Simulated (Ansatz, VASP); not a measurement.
# Cross-check of Al36Ga12N47 (V_N hop (3.1 A)) between VASP and Ansatz, part 3 of 3

One calculation is typed for both programs; each brings its own data sets. How far apart do they land? Of the first pair: The structure shown is the start of the Ansatz relaxation below; VASP solves that cell, so the two are compared at the walk's first step.

VASP 6.6.1 and Ansatz 0.2.0.

So far. Step 3 (VASP: single point, PBEsol, start cell, pair 1): The run ends at a pressure of -4.61 GPa, with forces up to 2.4 eV/Å. Step 6 (VASP: single point, PBEsol, relaxed atoms in a fixed …): The run ends at a pressure of -3.42 GPa, with forces up to 0.037 eV/Å.

## (8) Ansatz: single point, PBEsol, pair 3

Level of this step: Ansatz beside VASP: Kohn-Sham DFT, plane waves, PBEsol (Ansatz).

With cell and atoms fixed, the geometry can't cause a difference; cores, projectors, grids and the points listed under the comparison can.

The cell is taken from a series of runs on this material, whose earlier steps may have relaxed, scaled, displaced or heated it; both programs get it as it stands.

File input.yaml:

```yaml
crystal:
  lattice:
    - [10.08692303, 0.0, 0.00025291]
    - [0.0, 9.39015873, 0.0]
    - [-0.00644803, 0.0, 10.83602103]
  atoms:
    - { symbol: Al, position: [0.25082929, 0.16495101, 0.08593811] }
    - { symbol: Al, position: [0.00180178, 0.16503388, 0.4179004] }
    - { symbol: Al, position: [0.00114353, -0.00056956, 0.16663439] }
    - { symbol: Ga, position: [0.25121277, 0.00066514, 0.33558078] }
    - { symbol: "N", position: [0.0573374, -5.398e-05, 0.33340634] }
    - { symbol: "N", position: [0.06192289, 0.16539066, 0.08361168] }
    - { symbol: "N", position: [0.31216514, 0.17433916, 0.4206459] }
    - { symbol: "N", position: [0.31297433, 0.00027585, 0.16653731] }
    - { symbol: Al, position: [0.24970601, 0.16898259, 0.58496279] }
    - { symbol: Al, position: [-9.838e-05, 0.16559371, 0.91770501] }
    - { symbol: Al, position: [-0.00138418, 0.00021227, 0.66619035] }
    - { symbol: Ga, position: [0.24928283, -0.00057372, 0.83420105] }
    - { symbol: "N", position: [0.05473657, -0.00080663, 0.83335206] }
    - { symbol: "N", position: [0.06121848, 0.16619078, 0.58404369] }
    - { symbol: "N", position: [0.3126025, 0.16495948, 0.92269287] }
    - { symbol: "N", position: [0.31121529, 0.00227283, 0.66337191] }
    - { symbol: Al, position: [0.25203354, 0.49959899, 0.08673252] }
    - { symbol: Al, position: [0.00310935, 0.49935857, 0.41770127] }
    - { symbol: Al, position: [0.00202653, 0.33239936, 0.16459682] }
    - { symbol: Ga, position: [0.24905414, 0.34535701, 0.33363171] }
    - { symbol: "N", position: [0.05268727, 0.33180416, 0.33282101] }
    - { symbol: "N", position: [0.06313622, 0.49900935, 0.08395695] }
    - { symbol: "N", position: [0.39909605, 0.53484408, 0.50452654] }
    - { symbol: "N", position: [0.31380835, 0.33209618, 0.16355751] }
    - { symbol: Al, position: [0.25323134, 0.50477493, 0.59956877] }
    - { symbol: Al, position: [-0.00152332, 0.49956848, 0.91868129] }
    - { symbol: Al, position: [0.00325066, 0.33245253, 0.6668236] }
    - { symbol: Ga, position: [0.24798905, 0.33205499, 0.83966682] }
    - { symbol: "N", position: [0.05443093, 0.33309272, 0.83496726] }
    - { symbol: "N", position: [0.06440283, 0.4997784, 0.58385907] }
    - { symbol: "N", position: [0.31224007, 0.50024784, 0.92329396] }
    - { symbol: "N", position: [0.30830743, 0.33139983, 0.67150701] }
    - { symbol: Al, position: [0.25127501, 0.83350896, 0.08942242] }
    - { symbol: Al, position: [0.00328598, 0.83351526, 0.41760643] }
    - { symbol: Al, position: [0.00474665, 0.66587538, 0.16616808] }
    - { symbol: Ga, position: [0.25682496, 0.6494192, 0.34281186] }
    - { symbol: "N", position: [0.05726558, 0.66571012, 0.33468704] }
    - { symbol: "N", position: [0.06229314, 0.83337597, 0.08444094] }
    - { symbol: "N", position: [0.31140657, 0.83043355, 0.42162766] }
    - { symbol: "N", position: [0.3142088, 0.6652313, 0.1678429] }
    - { symbol: Al, position: [0.24687, 0.83603874, 0.5859488] }
    - { symbol: Al, position: [-0.00173165, 0.83338297, 0.91868588] }
    - { symbol: Al, position: [0.00341504, 0.6677036, 0.66724506] }
    - { symbol: Ga, position: [0.24445025, 0.67045564, 0.84494482] }
    - { symbol: "N", position: [0.05150641, 0.66639002, 0.83657829] }
    - { symbol: "N", position: [0.05919632, 0.83503152, 0.5839797] }
    - { symbol: "N", position: [0.31270278, 0.8364318, 0.92640008] }
    - { symbol: "N", position: [0.29722305, 0.67812112, 0.67932406] }
    - { symbol: Al, position: [0.75050084, 0.16511155, 0.08163068] }
    - { symbol: Al, position: [0.50005709, 0.16840368, 0.41455542] }
    - { symbol: Al, position: [0.50147142, -0.00107942, 0.16387784] }
    - { symbol: Ga, position: [0.74907745, -0.00117497, 0.33235121] }
    - { symbol: "N", position: [0.55469581, -0.00052395, 0.3320087] }
    - { symbol: "N", position: [0.56194844, 0.16566089, 0.08071784] }
    - { symbol: "N", position: [0.81390733, 0.16448899, 0.41959243] }
    - { symbol: "N", position: [0.81183793, -0.00101196, 0.16232308] }
    - { symbol: Al, position: [0.7499701, 0.16634447, 0.58237437] }
    - { symbol: Al, position: [0.49980487, 0.16559532, 0.91488013] }
    - { symbol: Al, position: [0.49961654, -0.00119425, 0.66315765] }
    - { symbol: Ga, position: [0.74816038, -0.0009464, 0.83135798] }
    - { symbol: "N", position: [0.55441035, -0.00080321, 0.83012844] }
    - { symbol: "N", position: [0.56060566, 0.1680854, 0.58081753] }
    - { symbol: "N", position: [0.81194867, 0.16536683, 0.91830855] }
    - { symbol: "N", position: [0.809474, -0.00100429, 0.661536] }
    - { symbol: Al, position: [0.7510783, 0.49963266, 0.08129233] }
    - { symbol: Al, position: [0.53888045, 0.50117341, 0.41222451] }
    - { symbol: Al, position: [0.50225065, 0.33284368, 0.16230173] }
    - { symbol: Ga, position: [0.75720991, 0.32877301, 0.32896768] }
    - { symbol: "N", position: [0.56276097, 0.3308204, 0.32786542] }
    - { symbol: "N", position: [0.56245699, 0.49956902, 0.07976204] }
    - { symbol: "N", position: [0.81181569, 0.49921767, 0.41810587] }
    - { symbol: "N", position: [0.81368182, 0.33231642, 0.15921497] }
    - { symbol: Al, position: [0.75475087, 0.49767952, 0.58487399] }
    - { symbol: Al, position: [0.49956962, 0.50025907, 0.91346875] }
    - { symbol: Al, position: [0.49675681, 0.33375356, 0.66158819] }
    - { symbol: Ga, position: [0.74905301, 0.33227916, 0.83178591] }
    - { symbol: "N", position: [0.55485333, 0.33315714, 0.82880812] }
    - { symbol: "N", position: [0.81076853, 0.49948278, 0.91770173] }
    - { symbol: "N", position: [0.81450175, 0.33099799, 0.66287855] }
    - { symbol: Al, position: [0.75067325, 0.83251132, 0.08151001] }
    - { symbol: Al, position: [0.49954368, 0.82953121, 0.41453376] }
    - { symbol: Al, position: [0.50291105, 0.66620676, 0.16238891] }
    - { symbol: Ga, position: [0.75915086, 0.67054861, 0.32827655] }
    - { symbol: "N", position: [0.56702294, 0.67009294, 0.32556723] }
    - { symbol: "N", position: [0.56206172, 0.83249502, 0.07957341] }
    - { symbol: "N", position: [0.8153485, 0.83430233, 0.41954684] }
    - { symbol: "N", position: [0.81626733, 0.66595471, 0.15897865] }
    - { symbol: Al, position: [0.74933904, 0.83099459, 0.58211316] }
    - { symbol: Al, position: [0.49955611, 0.83122203, 0.91303858] }
    - { symbol: Al, position: [0.48281412, 0.66372496, 0.65174119] }
    - { symbol: Ga, position: [0.74628984, 0.66547433, 0.82953896] }
    - { symbol: "N", position: [0.55162542, 0.66386797, 0.82291006] }
    - { symbol: "N", position: [0.55990309, 0.830678, 0.5801662] }
    - { symbol: "N", position: [0.81031838, 0.83230119, 0.91771099] }
    - { symbol: "N", position: [0.81387148, 0.66561282, 0.66160857] }
basis:
  ecutwfc: 420
  xc_grid: 2
hamiltonian:
  xc: pbesol
kpoints:
  mp_grid: { grid: [1, 1, 1], shift: [0.25, 0.25, 0.25] }
magnetization:
  spin_polarized: true
  initial_magnetization: 1
  spin_locking: { lock_magnetization: hard }
scf:
  occupations: { method: fixed }
  max_iter: 150
output:
  forces: true
  eigenvalues: true
  eigenstates: { localisation: true }
  populations: true
  write_density: true
  write_potential: true
  volumetric_format: npy
  elf: true
checkpoint:
  write: "../q0_M1.top.probe.run"
  compress: false
  write_wavefunctions: false
  write_every: 100000
```

The run is started by

```
$ ansatz run input.yaml --threads 32 --pin off --max-ram 84787MiB --backend cuda --events-out ev --progress --plain --runs-dir out --max-vram 78GiB
```

Numbers of over 12 decimals in the logs are rounded to 6 here.

The program printed:

```text
[...]
Crystal: 95 atoms, lattice volume = 1026.364 Å³
Basis set: ecut = 420 eV, 20007 PW (Γ), exchange–correlation on 144×128×150 points (8 copies of the dense FFT grid, shifted against one another)
Bands: 345, of which v1, the nominal top of the filled ones, is band 250 counted from 1 (249 counted from 0)
Symmetry: 1 space group operations
[...]
k-points: 1
[...]
Starting moments: Σ|m| = 1 μB on 95 of 95 sites
[...]
SCF converged after 12 iterations
[...]
--- Löwdin populations: 95 sites ---
  site symbol       q [e]    m [muB]
     0     Al      1.9110     0.0050
     1     Al      1.9094     0.0034
     2     Al      1.9226     0.0006
     3     Ga     12.2867     0.0043
     4      N      5.9390     0.0009
     5      N      6.0037    -0.0002
     6      N      5.8488     0.0115
     7      N      5.9404     0.0002
[...]
91      N      5.9054    -0.0021
    92      N      5.9947    -0.0011
    93      N      5.8676    -0.0001
    94      N      5.9292     0.0086
  spilling = 0.005576 (of n_electrons = 499.000000)
```

## (9) VASP: single point, PBEsol, pair 3

The same cell, functional and mesh now go to VASP, with its own data sets.

File INCAR:

```
SYSTEM = Al36Ga12N47
PREC = Accurate
ENCUT = 520
EDIFF = 1E-06
NELM = 200
ISMEAR = 0
SIGMA = 0.01
LREAL = Auto
ALGO = Normal
GGA = PS
NBANDS = 320
ISPIN = 2
MAGMOM = 0 0 0 -0 -0 -0 -0 0 0 0 -0 0 0 0 0 0 0 0 0 -0 0 0 0 0 0 0 0 0.01 0 0 0 0 0 0 -0 0 0 0 0.04 0 0.01 0 0 0 0 -0 -0 -0 0 -0 0.01 0 0 0 0 0 0.04 -0 0.17 0.03 0 0 0 0 0.02 0 0 0.02 0 0 0 0.01 -0 0 0 0 0 0 0 0 0 0 0.02 0 0 0 0.01 -0 0 0 0 -0 -0 -0 0.01
LORBIT = 11
LWAVE = .FALSE.
LCHARG = .FALSE.
ISIF = 2
ISYM = 0
NUPDOWN = 1
LASPH = .TRUE.
GGA_COMPAT = .FALSE.
NCORE = 2
```

File POSCAR:

```
Al36Ga12N47
1.0
   10.0869230277      0.0000000000      0.0002529055
    0.0000000000      9.3901587298      0.0000000000
   -0.0064480299      0.0000000000     10.8360210313
Al Ga N
36 12 47
Direct
    0.2508292933      0.1649510104      0.0859381068
    0.0018017804      0.1650338848      0.4179003955
[... 1 atom line left out ...]
    0.2497060149      0.1689825932      0.5849627915
[... 2 atom lines left out ...]
    0.2520335352      0.4995989881      0.0867325224
    0.0031093534      0.4993585740      0.4177012714
[... 1 atom line left out ...]
    0.2532313399      0.5047749305      0.5995687670
[... 1 atom line left out ...]
    0.0032506619      0.3324525278      0.6668235996
[... 3 atom lines left out ...]
    0.2468700040      0.8360387375      0.5859487955
[... 3 atom lines left out ...]
    0.5000570908      0.1684036793      0.4145554193
[... 1 atom line left out ...]
    0.7499701024      0.1663444731      0.5823743692
[... 3 atom lines left out ...]
    0.5388804463      0.5011734100      0.4122245132
    0.5022506531      0.3328436756      0.1623017256
    0.7547508686      0.4976795171      0.5848739922
    0.4995696169      0.5002590686      0.9134687540
    0.4967568138      0.3337535645      0.6615881876
[... 1 atom line left out ...]
    0.4995436825      0.8295312124      0.4145337616
    0.5029110540      0.6662067568      0.1623889146
    0.7493390447      0.8309945942      0.5821131611
[... 1 atom line left out ...]
    0.4828141197      0.6637249551      0.6517411940
[... 2 atom lines left out ...]
    0.2490541367      0.3453570082      0.3336317099
    0.2479890547      0.3320549899      0.8396668171
    0.2568249599      0.6494191963      0.3428118552
    0.2444502506      0.6704556427      0.8449448176
[... 2 atom lines left out ...]
    0.7572099056      0.3287730113      0.3289676807
[... 1 atom line left out ...]
    0.7591508627      0.6705486134      0.3282765532
    0.7462898395      0.6654743251      0.8295389610
[... 2 atom lines left out ...]
    0.3121651415      0.1743391611      0.4206459011
[... 5 atom lines left out ...]
    0.0526872696      0.3318041573      0.3328210089
[... 1 atom line left out ...]
    0.3990960510      0.5348440843      0.5045265436
    0.3138083476      0.3320961819      0.1635575121
[... 1 atom line left out ...]
    0.0644028267      0.4997784034      0.5838590675
    0.3122400685      0.5002478392      0.9232939594
    0.3083074343      0.3313998265      0.6715070066
    0.0572655781      0.6657101212      0.3346870372
[... 1 atom line left out ...]
    0.3114065707      0.8304335495      0.4216276567
    0.3142087960      0.6652313021      0.1678428980
[... 3 atom lines left out ...]
    0.2972230483      0.6781211193      0.6793240642
[... 5 atom lines left out ...]
    0.5606056593      0.1680854030      0.5808175297
[... 2 atom lines left out ...]
    0.5627609683      0.3308204047      0.3278654245
    0.5624569943      0.4995690203      0.0797620362
    0.8118156943      0.4992176683      0.4181058736
[... 1 atom line left out ...]
    0.5548533280      0.3331571428      0.8288081179
[... 1 atom line left out ...]
    0.8145017536      0.3309979945      0.6628785494
    0.5670229354      0.6700929415      0.3255672311
[... 3 atom lines left out ...]
    0.5516254219      0.6638679744      0.8229100583
    0.5599030908      0.8306780048      0.5801661951
[... 1 atom line left out ...]
    0.8138714784      0.6656128181      0.6616085679
```

File KPOINTS:

```
Points of the shifted mesh
1
Reciprocal
 0.2500000000  0.2500000000  0.2500000000 1
```

The projector-augmented-wave data sets are Al, Ga_d and N (PBE family, release 64).

The run is started by

```
$ mpirun -np 8 vasp_std
```

The program printed:

```text
[... set-up lines as in an earlier step ...]
 entering main loop
       N       E                     dE             d eps       ncg     rms          rms(c)
DAV:   1     0.702384124413E+04    0.70238E+04   -0.18128E+05  1280   0.196E+03
DAV:   2     0.131454276030E+04   -0.57093E+04   -0.53270E+04  1312   0.577E+02
DAV:   3    -0.571189945348E+03   -0.18857E+04   -0.17394E+04  1808   0.245E+02
DAV:   4    -0.793377966898E+03   -0.22219E+03   -0.21883E+03  1776   0.910E+01
[...]
DAV:  16    -0.703726906279E+03   -0.35458E-05   -0.96627E-05  2192   0.435E-02    0.134E-02
DAV:  17    -0.703726910383E+03   -0.41037E-05   -0.52399E-05  1448   0.294E-02    0.828E-03
DAV:  18    -0.703726910527E+03   -0.14403E-06   -0.70578E-06  1080   0.189E-02
   1 F= -.70372691E+03 E0= -.70372691E+03  d E =-.385826E-19  mag=     1.0000
```

From OUTCAR (step 9):

```text
  FREE ENERGIE OF THE ION-ELECTRON SYSTEM (eV)
  ---------------------------------------------------
  free  energy   TOTEN  =      -703.7269105266 eV

  energy  without entropy=     -703.7269105266  energy(sigma->0) =     -703.72691053

 magnetization (x)
# of ion       s       p       d       tot
------------------------------------------
    1        0.001   0.001   0.000   0.002
    2        0.000   0.001   0.000   0.001
    3       -0.000   0.000   0.000  -0.000
    4       -0.000  -0.000   0.000  -0.000
    5       -0.000  -0.000   0.000  -0.000
    6       -0.000  -0.000   0.000  -0.000
    7       -0.000  -0.000   0.000  -0.000
    8        0.001   0.001   0.000   0.001
    9        0.000   0.001   0.000   0.001
   10       -0.000  -0.001   0.000  -0.001
   11       -0.000  -0.000   0.000  -0.000
   12        0.000   0.001   0.000   0.001
   13        0.000   0.001   0.000   0.001
[...]
--------------------------------------------------
tot          0.113   0.462   0.015   0.590
```

The run ends at a pressure of 0.25 GPa, with forces up to 0.045 eV/Å.

## (10) Comparison

What differs besides the data sets and the points named for the pairs above, as far as they apply: VASP starts from the moments at which Ansatz ended; site moments are counted in spheres of each program's own size. Total energies have different zeros and are not compared.

The two programs side by side:

| quantity | Ansatz | VASP | difference |
| --- | --- | --- | --- |
| total moment, fixed by the input (μB) | 1.00 | 1.00 | 0.00 |
| moment on N59 (μB) | 0.17 | 0.18 | 0.00 |
| moment on Ga39 (μB) | 0.04 | 0.14 | -0.09 |

The largest component of a force difference here is 24 meV/Å. The two runs ended with unlike total or site moments, perhaps in different magnetic states; the other differences may follow from that, so they don't measure the programs' precision.

## (11) Outcome

```json
{
  "r.m.s. force difference (single point, PBEsol, start cell, pair 1)": "1.6 % of the r.m.s. force",
  "difference in gap on the k mesh (single point, PBEsol, relaxed atoms in a fixed cell, pair 2)": "0.013 eV",
  "r.m.s. force difference (single point, PBEsol, relaxed atoms in a fixed cell, pair 2)": "6.5 meV/Å",
  "difference in moment on Ga39 (single point, PBEsol, pair 3)": "-0.091 μB"
}
```

In words: The r.m.s. force difference is 6.5 meV/Å (single point, PBEsol, relaxed atoms in a fixed cell, pair 2), within the 12 meV/Å picked in this series as the mark of a large difference. The runs of the single point, PBEsol, pair 3 pair ended with unlike moments, so it says little about numerical agreement. What causes the difference of the single point, PBEsol, pair 3 pair stays open here. 1 further pair of this series is not shown here. How closely two codes agree says nothing of how well the functional describes the real material.

[Lines on the potential files, build, host, timing and source positions are cut from VASP's logs without a mark.]

[Logs are printed without paths, hosts, clocks, repeated set-up lines and the standing remarks that a program may print on its own settings, such as how far it seeks lower states.]

[Hosts, paths, dates, database ids (printed as entryN), source tags and the programs' standing remarks are cut or masked in the printed files.]
